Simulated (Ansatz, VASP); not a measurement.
# Two plane-wave programs on MgTlF4

```
CELL_PARAMETERS angstrom
3.83608 0.00000 0.00000
-1.91804 3.32214 0.00000
0.00000 0.00000 6.59959
ATOMIC_POSITIONS crystal
Mg 0.00000 0.00000 0.00000
Tl 0.00000 0.00000 0.50000
F 0.33333 0.66667 0.18941
F 0.33333 0.66667 0.81059
F 0.66667 0.33333 0.18941
F 0.66667 0.33333 0.81059
```

Alike in both runs: functional PBE; k mesh 6 × 6 × 2; occupations gaussian, width 0.1 eV; no spin polarisation.

Ansatz relaxed the structure, and its values are those at the end. VASP's run is a single point on that final structure, the one shown.

```csv
,VASP,Ansatz
version,VASP 6.6.1,Ansatz 0.2.0
potentials or method,"VASP PAW PBE potentials, release 64 (Mg, Tl_d, F)","scalar-relativistic, plane waves, PAW"
plane-wave cutoff (eV),520,420
valence electrons in the cell,43,51
```

```tsv
	VASP	Ansatz	Ansatz less VASP
gap on the k mesh at the Fermi level (eV)	none	none	-
pressure (GPa)	-0.4	0.0	+0.46
rms of the force components (eV/Å)	0.004	0.000	-0.0038
```

A gap of «none» marks a metal or a gap that the smearing closes. The two sets of potentials don't hold the same shells in valence.

Caveats: the k mesh is coarse (spacing up to 0.48 Å⁻¹), so the values aren't converged; an odd number of electrons without spin polarisation forces a metal; a magnetic or distorted state may lie lower. The runs have no spin-orbit coupling, so splittings on Tl are missing.
